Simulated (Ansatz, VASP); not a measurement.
**CuB6: VASP beside Ansatz**

```xyz
7
Lattice="0.0000 2.9637 2.9637 2.9637 0.0000 2.9637 2.9637 2.9637 0.0000" Properties=species:S:1:pos:R:3 pbc="T T T"
Cu    0.0000    0.0000    0.0000
B     1.4818    1.4818    2.9637
B     1.4818    2.9637    1.4818
B     1.4818    1.4818    0.0000
B     1.4818    0.0000    1.4818
B     2.9637    1.4818    1.4818
B     0.0000    1.4818    1.4818
```

Change from the starting cell: species swapped into the Zn6Mo type (Fm-3m, No. 225).

Alike in both runs: functional PBE; k mesh 6 × 6 × 6; occupations gaussian, width 0.1 eV; no spin polarisation.

Ansatz relaxed the structure, and its values are those at the end. VASP's run is a single point on that final structure, the one shown.

|  | VASP | Ansatz |
| --- | --- | --- |
| version | VASP 6.6.1 | Ansatz 0.2.0 |
| potentials or method | VASP PAW PBE potentials, release 64 (Cu, B) | scalar-relativistic, plane waves, PAW |
| plane-wave cutoff (eV) | 520 | 420 |
| valence electrons in the cell | 29 | 37 |

|  | VASP | Ansatz | Ansatz less VASP |
| --- | --- | --- | --- |
| gap on the k mesh at the Fermi level (eV) | none | none | - |
| pressure (GPa) | -0.3 | -0.4 | -0.09 |

A gap of «none» marks a metal or a gap that the smearing closes. The two sets of potentials don't hold the same shells in valence.
